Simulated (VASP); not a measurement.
```xyz
4
Lattice="3.5283 0.0000 0.0000 -1.7642 3.0556 0.0000 0.0000 0.0000 26.6440" Properties=species:S:1:pos:R:3 pbc="T T T"
Pb     0.0000     0.0000     9.0569
Pb     1.7642     1.0185    11.7599
Pb     0.0000     2.0371    14.8840
Pb     0.0000     0.0000    17.5871
```

Level of theory: r2SCAN meta-GGA, VASP's PBE PAW potentials (set 64) (plane waves; VASP). Settings: PREC = Normal, 400 eV cut-off, 9×9×1 Γ-centred mesh, first-order Methfessel-Paxton smearing of 0.10 eV, potentials Pb_d.

Unless said otherwise, spin-orbit coupling is left out, though it shifts the bands of the heavy elements here.

Problem. What does the run give for the energy per atom (σ→0), band gap (on the k-mesh) with the smallest direct gap where there is one?

Solution. 
```yaml
band gap (on the k-mesh): none (metal, semimetal or under 0.01 eV)
energy per atom (σ→0): -56.197 eV/atom
```

Only differences to runs with the same potentials and settings are physical.

The cell is a thin slab with vacuum, built from Pb (fcc): (111) face.
